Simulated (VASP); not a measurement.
Crystal: NaTaO2.

```
Na Ta O
1.0
     1.53066    0.88373    5.85500
    -1.53066    0.88373    5.85500
     0.00000   -1.76746    5.85500
Na Ta O
1 1 2
Direct
  0.00000 0.00000 0.00000
  0.50000 0.50000 0.50000
  0.23400 0.23400 0.23400
  0.76600 0.76600 0.76600
```

The cell was built by a generator and needn't be a form met in nature.

| Property | Result |
| --- | --- |
| Program | VASP 6.6.1 |
| Task | relaxation of cell and atoms |
| Functional | PBE |
| Potentials or basis | VASP PAW PBE potentials, release 64 (Na_pv, Ta_pv, O) |
| Cutoff | 520 eV |
| k mesh | 6 × 6 × 6 |
| Occupations | gaussian, width 0.15 eV |
| Spin | no spin polarisation |

At the start: pressure 4.3 GPa; volume 11.88 Å³/atom.

Question: How do energy, volume and symmetry change on relaxing?

Answer: Over 11 steps the energy falls by 107.4 meV/atom and the volume is 11.22 Å³/atom (-5.5 %); space group R-3m (No. 166, to 0.05 Å).

Step by step:
```csv
step,energy change (eV),largest force (eV/Å),pressure (GPa),volume (Å³)
1,0.0000,2.1254,4.30,47.52
2,-0.1998,0.0374,-11.71,49.73
3,-0.2122,0.4164,-9.07,49.29
4,-0.4152,0.1955,-3.97,45.96
5,-0.4177,0.2755,-3.93,45.68
6,-0.4133,0.4548,-2.75,45.11
7,-0.4179,0.3100,-3.07,45.56
8,-0.4204,0.3964,2.96,44.35
9,-0.4298,0.0691,-0.67,44.91
10,-0.4297,0.1015,0.40,44.85
11,-0.4298,0.0689,0.46,44.88
```

Final structure:
```cif
data_structure
_symmetry_space_group_name_H-M 'P 1'
_symmetry_Int_Tables_number 1
_cell_length_a 6.2293
_cell_length_b 6.2293
_cell_length_c 6.2293
_cell_angle_alpha 27.305
_cell_angle_beta 27.305
_cell_angle_gamma 27.305
_cell_volume 44.88
loop_
_atom_site_label
_atom_site_type_symbol
_atom_site_fract_x
_atom_site_fract_y
_atom_site_fract_z
_atom_site_occupancy
Na1 Na 0.00000 0.00000 0.00000 1
Ta1 Ta 0.50000 0.50000 0.50000 1
O1 O 0.24312 0.24312 0.24312 1
O2 O 0.75688 0.75688 0.75688 1
```

Caveat: the k mesh is coarse (spacing up to 0.40 Å⁻¹), so the values aren't converged.
